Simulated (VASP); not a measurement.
Here is the system:

```yaml
crystal:
  lattice:
    - [0.00000, 2.47929, 2.47929]
    - [2.47929, 0.00000, 2.47929]
    - [2.47929, 2.47929, 0.00000]
  atoms:
    - { symbol: Gd, position: [0.00000, 0.00000, 0.00000] }
    - { symbol: N, position: [0.50000, 0.50000, 0.50000] }
```

These are revTPSS meta-GGA, VASP's PBE PAW potentials (set 64) (plane waves; VASP 6.6.1) values and carry that method's errors. Numerical set-up: 520 eV cut-off, 14×14×14 Γ-centred mesh, tetrahedra with Blöchl corrections, potentials Gd_3 N.

The 4f electrons are frozen in the core of the lanthanide potential, so 4f levels, which can set the real gap, and their magnetism are missing.

Q: Tabulate the total density of states (states/eV per cell) against energy (eV; zero at the valence-band maximum or, without a gap, the Fermi level).

A: 
```
E (eV) | DOS (states/eV)
    -9.98 |  0.00
    -9.74 |  0.00
    -9.50 |  0.00
    -9.26 |  0.00
    -9.02 |  0.00
    -8.90 |  0.00
    -8.66 |  0.00
    -8.42 |  0.00
    -8.18 |  0.00
    -7.94 |  0.00
    -7.70 |  0.00
    -7.46 |  0.00
    -7.22 |  0.00
    -6.98 |  0.00
    -6.74 |  0.00
    -6.62 |  0.00
    -6.38 |  0.00
    -6.14 |  0.00
    -5.90 |  0.00
    -5.66 |  0.00
    -5.42 |  0.00
    -5.18 |  0.00
    -4.94 |  0.00
    -4.70 |  0.00
    -4.46 |  0.00
    -4.34 |  0.00
    -4.10 |  0.04
    -3.86 | ## 0.25
    -3.62 | ### 0.45
    -3.38 | ##### 0.72
    -3.15 | ####### 1.15
    -2.90 | ######## 1.26
    -2.67 | ######### 1.32
    -2.42 | ###### 0.98
    -2.19 | ############ 1.82
    -2.06 | ################# 2.57
    -1.82 | ################## 2.86
    -1.58 | #################### 3.10
    -1.34 | ############################## 4.65
    -1.11 | ############# 2.00
    -0.87 | ########## 1.50
    -0.63 | ####### 1.13
    -0.39 | ### 0.53
    -0.15 | # 0.12
     0.09 |  0.01
     0.21 |  0.03
     0.45 | # 0.08
     0.69 | # 0.13
     0.93 | # 0.18
     1.17 | # 0.23
     1.41 | ## 0.28
     1.65 | ## 0.32
     1.89 | ## 0.37
     2.13 | ### 0.42
     2.37 | ### 0.47
     2.49 | ### 0.50
     2.73 | #### 0.58
     2.97 | ##### 0.72
     3.21 | ##### 0.73
     3.45 | ##### 0.75
```
Within 2 eV below the Fermi level the largest weight inside VASP's projection spheres is N p, then Gd d.

The compound is GdN in the rock salt structure. It was relaxed first.
